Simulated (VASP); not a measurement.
VASP input:

**KPOINTS**
```
kpoints
0
gamma
  9 9 9
0 0 0
```

**POSCAR**
```
LaTl3
1
    4.9188250000     0.0000000000     0.0000000000
    0.0000000000     4.9188250000     0.0000000000
    0.0000000000     0.0000000000     4.9188250000
La Tl
1 3
Direct
  0.0000000000   0.0000000000   0.0000000000
  0.0000000000   0.5000000000   0.5000000000
  0.5000000000   0.0000000000   0.5000000000
  0.5000000000   0.5000000000   0.0000000000
```

### INCAR
```
SYSTEM  =  LaTl3
PREC  =  Accurate; ENCUT  =  300; LREAL  =  .FALSE.
LASPH  =  .TRUE.
EDIFF  =  1E-6; NELM  =  100; ALGO  =  Normal
LMAXMIX  =  6
ISMEAR  =  -1; SIGMA  =  0.136
ISIF  =  2
LWAVE  =  .FALSE.; LCHARG  =  .FALSE.
```

POTCAR, in this order: La Tl_d (LDA.64 set). Program: vasp_std.

Q: Translate this LDA calculation to Ansatz.

A: One equivalent input (not run):
Ansatz 0.2 input:
```yaml
crystal:
  lattice:
    - [4.9188250, 0.0000000, 0.0000000]
    - [0.0000000, 4.9188250, 0.0000000]
    - [0.0000000, 0.0000000, 4.9188250]
  atoms:
    - { symbol: La, position: [0.0000000, 0.0000000, 0.0000000] }
    - { symbol: Tl, position: [0.0000000, 0.5000000, 0.5000000] }
    - { symbol: Tl, position: [0.5000000, 0.0000000, 0.5000000] }
    - { symbol: Tl, position: [0.5000000, 0.5000000, 0.0000000] }
kpoints:
  mp_grid: { grid: [9, 9, 9] }
hamiltonian:
  xc: lda
  pseudopotentials: { kind: paw }
scf:
  occupations: { method: fermi_dirac, width: 0.136 }
  max_iter: 100
output: { forces: true, stress: true, eigenvalues: true }
```
Limits of the translation: each code has its own PAW files, so the cut-off isn't converted (ENCUT is set for VASP's; basis.ecutwfc is left out, and Ansatz then takes the one that its files recommend); Ansatz stops its SCF on the density residual and VASP on the energy change (EDIFF); Ansatz's lda is the Perdew-Wang form, while the LDA potentials of VASP carry Perdew-Zunger's.

The structure comes from a computed database's LaTl3 entry (Pm-3m); how it stands against other phases isn't given here. The cell was not relaxed at this level.
